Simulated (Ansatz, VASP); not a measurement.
# TeIrSe (1T-IrSeTe monolayer): VASP beside Ansatz, part 2 of 2

One calculation is typed for both programs; each brings its own data sets. How far apart do they land? The structure shown is the start of the Ansatz relaxation below; VASP solves that cell, so the two are compared at the walk's first step.

VASP 6.6.1 and Ansatz 0.2.0.

So far: The structure; Ansatz: relaxation, PBEsol with D3(BJ).

**3. VASP: single point, PBEsol with D3(BJ), start cell**

Level of this step: PBEsol with D3(BJ), zero-moment start; plane waves and PAW (Te, Ir, Se) (VASP).

The same cell, functional, mesh and smearing now go to VASP, with its own data sets.

Lines of VASP's logs that name or quote its potential files are left out, and so is its time.

INCAR

```
SYSTEM = TeIrSe
PREC = Accurate
ENCUT = 400
EDIFF = 1E-06
NELM = 200
ISMEAR = -1
SIGMA = 0.05
LREAL = .FALSE.
ALGO = Normal
GGA = PS
IVDW = 12
NBANDS = 18
ISPIN = 2
MAGMOM = 0 0 0
LASPH = .TRUE.
LMAXMIX = 4
LORBIT = 11
LWAVE = .FALSE.
LCHARG = .FALSE.
ISIF = 2
LDIPOL = .TRUE.
IDIPOL = 3
DIPOL = 0.5 0.5 0.501
LVHAR = .TRUE.
GGA_COMPAT = .FALSE.
NELMDL = -8
KPAR = 2
```

POSCAR

```
TeIrSe
1.0
    3.6853070000      0.0000000000      0.0000000000
   -1.8426530000      3.1915690000      0.0000000000
    0.0000000000      0.0000000000     36.8028290000
Te Ir Se
1 1 1
Direct
    0.6666664335      0.3333332289      0.4605624204
    0.0000000000      0.0000000000      0.5043453045
    0.3333332951      0.6666667711      0.5394375796
```

KPOINTS

```
Automatic mesh
0
Gamma
12 12 1
0 0 0
```

Potentials, in the order of the species: Te, Ir and Se (PBE family, release 64).

On the command line:

```console
$ mpirun -np 2 vasp_std
```

Numbers of over 12 decimals in the logs are rounded to 6 here.

What it wrote:

```text
[banner, memory and clock lines left out]
running    2 mpi-ranks, on    1 nodes
 distrk:  each k-point on    1 cores,    2 groups
 distr:  one band on    1 cores,    1 groups

 POSCAR found type information on POSCAR TeIrSe
 POSCAR found :  3 types and       3 ions
|                                                                             |
|               ----> ADVICE to this user running VASP <----                  |
|                                                                             |
|     You enforced a specific xc type in the INCAR file but a different       |
|     [... a line on the potential file left out ...]
|     I HOPE YOU KNOW WHAT YOU ARE DOING!                                     |
|                                                                             |

 LDA part: xc-table for (Slater+PW92), standard interpolation
 POSCAR, INCAR and KPOINTS ok, starting setup
 FFT: planning ... GRIDC
 FFT: planning ... GRID_SOFT
 FFT: planning ... GRID
 WAVECAR not read
 entering main loop
       N       E                     dE             d eps       ncg     rms          rms(c)
DAV:   1     0.152700845255E+03    0.15270E+03   -0.51151E+03  1368   0.620E+02
DAV:   2    -0.241763356455E+00   -0.15294E+03   -0.13996E+03  2130   0.155E+02
DAV:   3    -0.176227934770E+02   -0.17381E+02   -0.17162E+02  1794   0.619E+01
DAV:   4    -0.179869699830E+02   -0.36418E+00   -0.36186E+00  1944   0.118E+01
DAV:   5    -0.179933394489E+02   -0.63695E-02   -0.63658E-02  2104   0.129E+00
DAV:   6    -0.179934104478E+02   -0.70999E-04   -0.70998E-04  2000   0.110E-01
DAV:   7    -0.179934116492E+02   -0.12013E-05   -0.12017E-05  2144   0.141E-02
DAV:   8    -0.179934116633E+02   -0.14166E-07   -0.14166E-07  1552   0.136E-03    0.142E+01
DAV:   9    -0.176739421292E+02    0.31947E+00   -0.15892E+00  1952   0.132E+01    0.672E+00
DAV:  10    -0.176372545274E+02    0.36688E-01   -0.10239E+00  1974   0.113E+01    0.367E+00
DAV:  11    -0.175174932905E+02    0.11976E+00   -0.31999E-01  1888   0.686E+00    0.761E-01
DAV:  12    -0.175180560702E+02   -0.56278E-03   -0.34195E-02  1688   0.102E+00    0.416E-01
DAV:  13    -0.175172215316E+02    0.83454E-03   -0.45421E-03  1816   0.590E-01    0.212E-01
DAV:  14    -0.175172583202E+02   -0.36789E-04   -0.46423E-04  1824   0.117E-01    0.130E-01
[...]
DAV:  21    -0.175173576544E+02   -0.25819E-04   -0.13408E-06  1456   0.715E-03    0.168E-03
DAV:  22    -0.175173797628E+02   -0.22108E-04   -0.70163E-07  1396   0.337E-03    0.266E-03
DAV:  23    -0.175173908931E+02   -0.11130E-04   -0.16884E-07  1508   0.214E-03    0.170E-03
DAV:  24    -0.175174004257E+02   -0.95327E-05   -0.14706E-07  1380   0.193E-03    0.694E-04
DAV:  25    -0.175174042083E+02   -0.37826E-05   -0.42837E-08  1560   0.111E-03    0.294E-04
DAV:  26    -0.175174066701E+02   -0.24618E-05   -0.18484E-08  1416   0.499E-04    0.362E-04
DAV:  27    -0.175174082843E+02   -0.16142E-05   -0.20944E-08  1484   0.522E-04    0.227E-04
DAV:  28    -0.175174087560E+02   -0.47168E-06   -0.28307E-09  1476   0.223E-04
   1 F= -.18320454E+02 E0= -.18309506E+02  d E =-.218959E-01  mag=    -0.0000
```

OUTCAR, selected parts (step 3):

```text
ion  position               nearest neighbor table
   1  0.667  0.333  0.461-   2 2.67   2 2.67   2 2.67
   2  0.000  0.000  0.504-   3 2.49   3 2.49   3 2.49   1 2.67   1 2.67   1 2.67
   3  0.333  0.667  0.539-   2 2.49   2 2.49   2 2.49

  LATTYP: Found a hexagonal cell.
 ALAT       =     3.6853070000
 C/A-ratio  =     9.9863672145

 Subroutine GETGRP returns: Found  6 space group operations
 (whereof  6 operations were pure point group operations)

The static configuration has the point symmetry C_3v.

 Found     19 irreducible k-points:

   k-points           NKPTS =     19   k-points in BZ     NKDIM =     19   number of bands    NBANDS=     18

   dimension x,y,z NGX =    24 NGY =   24 NGZ =  240
   dimension x,y,z NGXF=    48 NGYF=   48 NGZF=  480

   ENCUT  =  400.0 eV  29.40 Ry    5.42 a.u.   6.01  6.01 60.02*2*pi/ulx,y,z

   NELECT =      21.0000    total number of electrons

 k-points in reciprocal lattice and weights: Automatic mesh
   0.00000000  0.00000000  0.00000000       0.007
   0.08333333 -0.00000000  0.00000000       0.042
   0.16666667 -0.00000000  0.00000000       0.042
   0.25000000  0.00000000  0.00000000       0.042
   0.33333333 -0.00000000  0.00000000       0.042
   0.41666667  0.00000000  0.00000000       0.042
   0.50000000  0.00000000  0.00000000       0.021
   0.08333333  0.08333333  0.00000000       0.042
   0.16666667  0.08333333  0.00000000       0.083
[...]
0.33333333  0.25000000  0.00000000       0.083
   0.33333333  0.33333333  0.00000000       0.014

 dipolmoment           0.000000      0.000000      0.013264 electrons x Angstroem

 average (electrostatic) potential at core
       1 -97.5667       2 -60.9707       3 -61.7105

 E-fermi :  -3.1415

 spin component 1
 k-point     1 :       0.0000    0.0000    0.0000
  band No.  band energies     occupation
    ...
      5      -7.7811      1.00000
      6      -5.3709      1.00000
      7      -5.3709      1.00000
      8      -4.9885      1.00000
      9      -3.8154      1.00000
     10      -2.9006      0.00802
     11      -2.9006      0.00802
     12       0.1822      0.00000
     13       0.1822      0.00000
     14       0.7081      0.00000
    ...

 k-point     2 :       0.0833   -0.0000    0.0000
  band No.  band energies     occupation
    ...
      5      -7.7410      1.00000
      6      -5.5356      1.00000
      7      -5.4534      1.00000
      8      -4.9336      1.00000
      9      -3.9937      1.00000
     10      -2.9180      0.01130
     11      -2.8622      0.00373
     12      -0.4602      0.00000
     13       0.0224      0.00000
     14       0.9620      0.00000
    ...

 k-point     3 :       0.1667   -0.0000    0.0000
  band No.  band energies     occupation
    ...
      5      -7.6409      1.00000
      6      -6.1604      1.00000
      7      -5.6168      1.00000
      8      -4.9956      1.00000
      9      -4.0812      1.00000
     10      -2.9590      0.02534
     11      -2.8628      0.00378
     12      -1.3649      0.00000
     13      -0.2624      0.00000
     14       1.4214      0.00000
    ...

 k-point     4 :       0.2500    0.0000    0.0000
  band No.  band energies     occupation
    ...
      6      -7.0811      1.00000
      7      -5.6963      1.00000
      8      -5.1544      1.00000
      9      -4.1776      1.00000
     10      -3.2301      0.85453
     11      -3.0853      0.24512
     12      -1.5916      0.00000
     13      -0.4055      0.00000
     14       1.8530      0.00000
     15       1.9986      0.00000
    ...

 k-point     5 :       0.3333   -0.0000    0.0000
  band No.  band energies     occupation
    ...
      7      -5.5702      1.00000
      8      -5.3322      1.00000
      9      -4.6704      1.00000
     10      -3.5281      0.99956
     11      -3.5128      0.99940
     12      -1.1952      0.00000
     13      -0.3897      0.00000
     14       1.1788      0.00000
     15       2.5719      0.00000
     16       2.8879      0.00000
    ...

 k-point     6 :       0.4167    0.0000    0.0000
  band No.  band energies     occupation
    ...
      7      -5.5147      1.00000
      8      -5.2461      1.00000
      9      -4.9079      1.00000
     10      -4.0546      1.00000
     11      -3.9143      1.00000
     12      -0.7817      0.00000
     13      -0.3326      0.00000
     14       0.8859      0.00000
     15       2.2373      0.00000
     16       3.3578      0.00000
    ...

 Edisp (eV)   -0.80304

  Total      -1.23488    -1.23488    -1.21959    -0.00000     0.00000     0.00000
  in kB      -4.57065    -4.57065    -4.51405    -0.00000     0.00000     0.00000
  external pressure =       -4.55 kB  Pullay stress =        0.00 kB

  energy-cutoff  :      400.00
  volume of cell :      432.87
      direct lattice vectors                 reciprocal lattice vectors
     3.685307000  0.000000000  0.000000000     0.271347814  0.156662715  0.000000000
    -1.842653000  3.191569000  0.000000000     0.000000000  0.313325515  0.000000000
     0.000000000  0.000000000 36.802829000     0.000000000  0.000000000  0.027171824

 POSITION                                       TOTAL-FORCE (eV/Angst)
 -----------------------------------------------------------------------------------
      1.84265      1.06386     16.95000         0.000000     -0.000000      0.248702
      0.00000      0.00000     18.56133        -0.000000     -0.000000      0.376224
     -0.00000      2.12771     19.85283        -0.000000      0.000000     -0.624926
 -----------------------------------------------------------------------------------
    total drift:                                0.000292     -0.000018     -0.000118

  FREE ENERGIE OF THE ION-ELECTRON SYSTEM (eV)
  ---------------------------------------------------
  free  energy   TOTEN  =       -18.3204536328 eV

  energy  without entropy=      -18.2985577446  energy(sigma->0) =      -18.30950569

 vacuum level on the upper side and lower side of the slab         1.869         1.664

 total charge
# of ion       s       p       d       tot
------------------------------------------
    1        1.389   1.902   0.060   3.351
    2        0.640   0.595   7.138   8.373
    3        1.471   2.235   0.072   3.778
--------------------------------------------------
tot          3.501   4.731   7.271  15.503

 magnetization (x)
# of ion       s       p       d       tot
------------------------------------------
    1       -0.000  -0.000   0.000  -0.000
    2        0.000  -0.000  -0.000  -0.000
    3       -0.000  -0.000   0.000  -0.000
--------------------------------------------------
tot         -0.000  -0.000  -0.000  -0.000

[... 5 further parts left out ...]
```

This run allows spin, but its moments start at zero, where symmetry between the spins tends to hold them, although Ir can carry a moment. Its electron count is odd, so without a moment it is a metal by construction.

**4. Comparison**

Known differences besides the potentials themselves: Ansatz cuts the interaction across the vacuum, VASP repeats the sheet with a dipole correction; the data sets hold 49 valence electrons in Ansatz (on its default PAW (the set named soft_2) files) and 21 in VASP; the cutoff is 420 eV in Ansatz and 400 eV in VASP; Ansatz makes its cores anew for this functional, VASP keeps those of its PBE data sets. Total energies have different zeros and are not compared.

Forces (eV/Å; atoms numbered as in POSCAR):

```
atom        Ansatz x, y, z          VASP x, y, z
 Te1   0.000, 0.000, 0.271   0.000, 0.000, 0.249
 Ir2   0.000, 0.000, 0.405   0.000, 0.000, 0.376
 Se3  0.000, 0.000, -0.676  0.000, 0.000, -0.625
```

The forces differ by 21 meV/Å r.m.s., which is 8.1 % of the r.m.s. force of 0.257 eV/Å (both taken over all components). Moments aren't recorded for both runs of this pair, so they may hold unlike magnetic states. With vacuum in the cell, a pressure given here is an average over mostly empty space and none of the material.

**5. Outcome**

```yaml
r_m_s_force_difference_single_point_pbesol_with_d3_bj_start_cell: 8.1 % of the r.m.s. force
```

In words: The r.m.s. force difference is 8.1 % of the r.m.s. force (single point, PBEsol with D3(BJ), start cell), beyond the 3 % picked in this series as the mark of a large difference. The data sets hold unlike numbers of valence electrons (49 in Ansatz and 21 in VASP), so part of the differences comes from the potentials. What causes the difference of the single point, PBEsol with D3(BJ), start cell pair stays open here. 1 further run of this series is not shown here. How closely two codes agree says nothing of how well the functional describes the real material.

[Lines on the potential files, build, host, timing and source positions are cut from VASP's logs without a mark.]

[Logs are printed without paths, hosts, clocks, repeated set-up lines and the standing remarks that a program may print on its own settings, such as how far it seeks lower states.]

[Hosts, paths, dates, database ids (printed as entryN), source tags and the programs' standing remarks are cut or masked in the printed files.]
